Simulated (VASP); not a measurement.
```
RbSb2
1.0
    7.07005    -2.10118     0.00000
    7.07005     2.10118     0.00000
   -2.32642     0.00000     8.40657
Rb Sb
2 4
Direct
  0.82838   0.83658   0.29421
  0.15807   0.18569   0.70622
  0.54682   0.57271   0.31053
  0.45642   0.41747   0.68571
  0.91801   0.88669   0.88560
  0.09231   0.10086   0.11772
```

All values below come from LDA (Ceperley-Alder, Perdew-Zunger), VASP's LDA PAW potentials (set 64) (plane waves; VASP). Numerical set-up: 300 eV cut-off, 3×3×2 Γ-centred mesh, Fermi-Dirac smearing of 0.050 eV, potentials Rb_sv Sb.

At this cut-off the stress carries a Pulay error, which pulls relaxed volumes low.

Problem. Predict the energy per atom (σ→0), pressure, largest force.

Solution. 
```
Item                           Result
---------------------  --------------
energy per atom (σ→0)  -3791 meV/atom
pressure                    -1.49 GPa
largest force              0.624 eV/Å
```

The structure comes from a computed database's RbSb2 entry; how it stands against other phases isn't given here. The cell was not relaxed at this level, atoms are displaced from their ideal sites. The k-mesh is coarse (spacing up to 0.52 per Å, 2π included), so the numbers may not be converged in it.
